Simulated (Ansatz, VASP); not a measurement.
# HfC in two plane-wave programs, part 2 of 2

Aim: how closely do two programs agree when they are given the same cell, functional and k mesh? The cell is taken from a series of runs on this material, whose earlier steps may have relaxed, scaled, displaced or heated it; both programs get it as it stands.

VASP 6.6.1 and Ansatz 0.2.0.

So far: Starting point; VASP: zone-centre phonons, LDA.

### 3. Ansatz: zone-centre phonons, LDA

Level of this step: Ansatz beside VASP: Kohn-Sham DFT, plane waves, LDA (Ansatz).

Ansatz runs on its PAW soft_1 files.

The same cell, functional (in two slightly different forms), mesh and smearing now go to Ansatz, which takes its cutoff from its data sets.

Input file input.yaml:

```yaml
crystal:
  lattice:
    - [0.0573622733, 2.3204652286, 2.2739575253]
    - [2.3204652286, 0.0573622733, 2.2739575253]
    - [2.3778275019, 2.3778275019, 0.0]
  atoms:
    - { symbol: C, position: [0.0, 0.0, 0.0] }
    - { symbol: Hf, position: [0.5, 0.5, 0.5] }
kpoints:
  mp_grid: { grid: [16, 16, 16] }
hamiltonian:
  xc: lda
  pseudopotentials: { kind: paw, azcp: { folder: soft_1 }, xc_functional: pbe }
scf:
  occupations: { method: methfessel_paxton, width: 0.2 }
output:
  eigenvalues: true
phonons:
  method: dfpt
```

On the command line:

```bash
ansatz run input.yaml --threads 4 --pin off --max-ram 10240MiB --backend cpu --events-out ev --progress --plain --runs-dir out
```

Numbers of over 12 decimals in the logs are rounded to 6 here.

What it wrote:

```text
zone centre: on kpoints.mp_grid the ground state, and the responses unless they are solved on pairs of k-points, stand on 1098 of the mesh's 4096 k-points, reduced under 4 symmetry operations, with k and −k counted as one. Each operation leaves every solved displacement unchanged or reverses it
Engine: ansatz 0.2.0, aarch64-unknown-linux-gnu
Pseudopotentials: kind: paw
Pseudopotential: C, paw, valence charge 4, recommended cutoff 420 eV (normal), soft_1/C.paw.azcp
Pseudopotential: Hf, paw, valence charge 26, recommended cutoff 420 eV (normal), soft_1/Hf.paw.azcp
Functional definition: SPW92
  exchange = slater_x
  correlation = pw_c
Crystal: 2 atoms, lattice volume = 24.474 Å³
Basis set: ecut = 420 eV, 487 PW (Γ), exchange–correlation on 48×48×48 points (8 copies of the dense FFT grid, shifted against one another)
Bands: 19, of which v1, the nominal top of the filled ones, is band 15 counted from 1 (14 counted from 0)
Symmetry: 8 space group operations
k-points: 1098 of 4096 (irreducible under 4 space group operations)
Non-local potential: C, projectors of the file, l = 0: 2, l = 1: 2, l = 2: 1
Non-local potential: Hf, projectors of the file, l = 0: 3, l = 1: 2, l = 2: 2, l = 3: 3
PAW form: soft (Blöchl's): semilocal exchange-correlation on the pseudo side does not see the compensation charge
PAW frozen core: C, regenerated for the run's functional, and the local potential with it (the file was generated under x = pbe(κ = 0.804, μ = 0.219515), c = pbe(β = 0.066725))
PAW frozen core: Hf, regenerated for the run's functional, and the local potential with it (the file was generated under x = pbe(κ = 0.804, μ = 0.219515), c = pbe(β = 0.066725))
PAW one-centre angular grid: C, 110 points (default); XC on 64 Gauss nodes
PAW one-centre angular grid: Hf, 590 points (default); XC on 64 Gauss nodes
Initial density: superposition of atomic densities (chi_scale 0.1, normalization cell, long waves kept (reshape's long-wave potential 0.00 eV rms))
Initial wavefunctions: pseudopotential atomic-orbital guess
Functional: x = slater, c = lda
SCF iter   1: F=—  HF=-15723.085320 eV  |F-HF|=—  |Δ(HF+E_count)|=         —  Δρ=8.92e-2  dr2=2.66e0  ethr=3.10e-3  ⟨swp⟩=4.9  Hψ=90737  notcnv=0
preconditioner: auto → Kerker (q_TF=auto, 2.822 Å⁻¹)  [metal: Δε(μ)=0.028 eV  Ē_g=17.680 eV  σ=0.200 eV  W_gap=0.12  n_scr=14 (ndim 8)  ℏωp=39.7 eV  f_vac=0.000  D(μ)=0.20/eV (n_scr^D=0)]
SCF iter   2: F=—  HF=-15722.526062 eV  |F-HF|=—  |Δ(HF+E_count)|=   5.59e-1  S|Δr|=    0.00e0  Δρ=3.21e-2  dr2=2.50e-1  ethr=3.10e-3  ⟨swp⟩=2.1  Hψ=36121  notcnv=0  defer=4
SCF iter   3: F=—  HF=-15722.469018 eV  |F-HF|=—  |Δ(HF+E_count)|=   5.70e-2  S|Δr|=    0.00e0  Δρ=1.39e-2  dr2=2.95e-2  ethr=8.33e-4  ⟨swp⟩=2.0  Hψ=36786  notcnv=0
SCF iter   4: F=—  HF=-15722.461528 eV  |F-HF|=—  |Δ(HF+E_count)|=   7.49e-3  S|Δr|=    0.00e0  Δρ=7.72e-3  dr2=7.16e-3  ethr=9.84e-5  ⟨swp⟩=2.0  Hψ=37019  notcnv=0
SCF iter   5: F=—  HF=-15722.460793 eV  |F-HF|=—  |Δ(HF+E_count)|=   7.34e-4  S|Δr|=    0.00e0  Δρ=1.55e-3  dr2=3.19e-4  ethr=2.39e-5  ⟨swp⟩=2.0  Hψ=31117  notcnv=0
SCF iter   6: F=—  HF=-15722.460714 eV  |F-HF|=—  |Δ(HF+E_count)|=   7.98e-5  S|Δr|=    0.00e0  Δρ=2.75e-4  dr2=1.87e-5  ethr=1.06e-6  ⟨swp⟩=2.9  Hψ=37900  notcnv=0
SCF iter   7: F=—  HF=-15722.460718 eV  |F-HF|=—  |Δ(HF+E_count)|=   4.39e-6  S|Δr|=    0.00e0  Δρ=7.62e-5  dr2=1.07e-6  ethr=6.23e-8  ⟨swp⟩=2.2  Hψ=38117  notcnv=0
SCF iter   8: F=—  HF=-15722.460718 eV  |F-HF|=—  |Δ(HF+E_count)|=   8.76e-8  S|Δr|=    0.00e0  Δρ=1.36e-5  dr2=2.47e-8  ethr=3.58e-9  ⟨swp⟩=2.5  Hψ=38120  notcnv=0
SCF iter   9: F=—  HF=-15722.460718 eV  |F-HF|=—  |Δ(HF+E_count)|=   1.78e-8  S|Δr|=    0.00e0  Δρ=2.56e-6  dr2=8.88e-10  ethr=8.24e-11  ⟨swp⟩=2.7  Hψ=38952  notcnv=1
SCF iter  10: F=—  HF=-15722.460718 eV  |F-HF|=—  |Δ(HF+E_count)|=   1.27e-9  S|Δr|=    0.00e0  Δρ=3.78e-7  dr2=2.87e-11  ethr=2.96e-12  ⟨swp⟩=3.0  Hψ=41816  notcnv=0
SCF iter  11: F=-15722.460718 eV  HF=-15722.460718 eV  |F-HF|=0.00e0  |Δ(HF+E_count)|=  3.64e-12  S|Δr|=    0.00e0  Δρ=5.63e-8  dr2=7.51e-13  ethr=1.00e-12  ⟨swp⟩=4.2  Hψ=175579  notcnv=0
SCF 1 converged in 11 iterations: F = -15722.460718 eV  dr2 = 7.51e-13
  Residual-converged pass: ⟨swp⟩=1.2  Hψ=26334  notcnv=1  max |occ|·‖R‖ = 6.0e-8 eV (tolerance 1.0e-8 eV)  dr2=7.51e-13  dr2_onsite=6.84e-14  max |Δocc| = 4.5e-13
  greatest PAW one-centre occupation: 0.998 electrons in one spin orbital (limit 2), on the Hf atom at site 1 (counted from 0), in its partial waves of l = 3
DFPT response loops at Γ: preconditioner auto → Kerker (q_TF=auto, 2.822 Å⁻¹) (partly filled bands, converged f_vac=0.000); β = 1.00, the filter's whole step (`scf.mixing.beta` (0.50) is not read by the response loops under this deck's `scf.mixing.preconditioner`; to damp them name `kerker` or `kerker_dos`, under which they read `scf.mixing.beta`, and type it under 1.00, their step now; both keys bind the ground state too); Broyden in place of MSR1
SCF converged after 11 iterations
Stability not checked: this state was not tested for a lower state beside it, because cold or Methfessel-Paxton smearing, or corrected tetrahedra, fill the levels in a way that the test cannot read (fill_not_monotonic; see scf.lower_state_search)
Free energy (F): -15722.460718 eV
Harris-Foulkes:  -15722.460718 eV  (|F-HF|=0.00e0)
Internal energy: -15722.460448 eV  (E = F + TS)
E sigma→0 (E₀):  -15722.460650 eV
Entropy (-TS):   -0.000270 eV (-0.135 meV/atom)
Fermi energy:    18.808194 eV
--- Per-component energies (eV) ---
  E_band       = 73.128076
  E_kinetic    = 495.387594
  E_local      = -6169.853014  (includes V_loc(G=0)·N_el)
  E_nonlocal   = 99.239427
  E_hartree    = 3020.439771
  E_xc         = -312.315885
  E_vxc        = -314.394354  (∫ρ·V_xc dr)
  E_paw        = -7548.194205  (= ΣΔE_a)
  E_vpaw       = -78.131204  (= ΣTr[D̂ρ^β])
  E_aug_tail   = 0.000108  (compensation charges beyond the density's cutoff)
  E_ewald      = -5309.684163
  E_core_change = 2.519920  (= ΣΔE_core)
  E_smearing   = -0.000270  (= −TS)
  E_closure    = -0.000000  (closes the sum)
  Σ components = -15722.460718   (vs F -15722.460718, Δ=0.00e0)
--- Band table (eV; the first three rows and the last of 1098) ---
  k-point 0: bands = [... 11 lower, 7.8613, 19.6403, 19.6806, 19.9354, 19.9996, 20.1246, 20.3531, 22.0392]
  k-point 1: bands = [... 11 lower, 7.8604, 18.8299, 19.2383, 19.4535, 20.2282, 20.5876, 20.5885, 22.5531]
  k-point 2: bands = [... 11 lower, 7.8604, 17.7883, 18.4265, 18.6423, 20.5622, 20.9308, 21.0853, 23.6192]
  k-point 1097: bands = [... 11 lower, 8.3982, 16.4006, 16.7907, 18.4431, 18.9402, 24.1690, 25.5498, 25.6074]
--- Phonons (Γ-DFPT): 4 representative perturbations + reference, on 1098 of 4096 k-points (Σ response iterations 12) ---
  k mesh reduced under 4 symmetry operations, with k and −k counted as one. Each operation leaves every solved displacement unchanged or reverses it
  ASR residual: 1.957e-5 → 0.000e0 eV/Å²; symmetrization residual: 1.271e-6 eV/Å²
  ASR residual per site (eV/Å²): 4.36e-6 1.96e-5
  Γ frequencies (cm⁻¹): 0.00 0.00 0.00 394.41 428.46 483.56
  non-analytic LO–TO correction: not included (Born effective charges unavailable; polar crystals: no LO–TO splitting at Γ)
```

### 4. Differences

Known differences besides the potentials themselves: the two LDA forms differ slightly; the data sets hold 30 valence electrons in Ansatz (on its PAW soft_1 files) and 14 in VASP; the cutoff is 420 eV in Ansatz and 600 eV in VASP; VASP's log shows a relativistic correction to its local exchange, Ansatz's none. Total energies have different zeros and are not compared.

The two programs side by side:

```csv
quantity,Ansatz,VASP,difference
optical mode 1 (cm⁻¹),394.4,391.7,+0.70 %
optical mode 2 (cm⁻¹),428.5,427.4,+0.26 %
optical mode 3 (cm⁻¹),483.6,484.2,-0.14 %
```

Modes are paired by rising frequency, not by their patterns, so a pair may set unlike modes beside each other; they are those without the splitting of longitudinal modes.

### 5. Results

```json
{
 "r.m.s. difference of the optical zone-centre modes, each program's sorted by frequency (zone-centre phonons, LDA)": "1.7 cm⁻¹",
 "difference in optical mode 1 (zone-centre phonons, LDA)": "+0.7 %"
}
```

The r.m.s. difference of the optical zone-centre modes, each program's sorted by frequency is 1.7 cm⁻¹ (zone-centre phonons, LDA). The data sets hold unlike numbers of valence electrons (30 in Ansatz and 14 in VASP), so part of the differences comes from the potentials. Among the rows given in per cent, the largest difference of the zone-centre phonons, LDA pair is in optical mode 1, +0.7 %. Such differences can come from data sets, numerical settings and the points named under the comparisons, not from the functional's error against experiment.

[Lines on the potential files, build, host, timing and source positions are cut from VASP's logs without a mark.]

[Logs are printed without paths, hosts, clocks, repeated set-up lines and the standing remarks that a program may print on its own settings, such as how far it seeks lower states.]

[Hosts, paths, dates, database ids (printed as entryN), source tags and the programs' standing remarks are cut or masked in the printed files.]
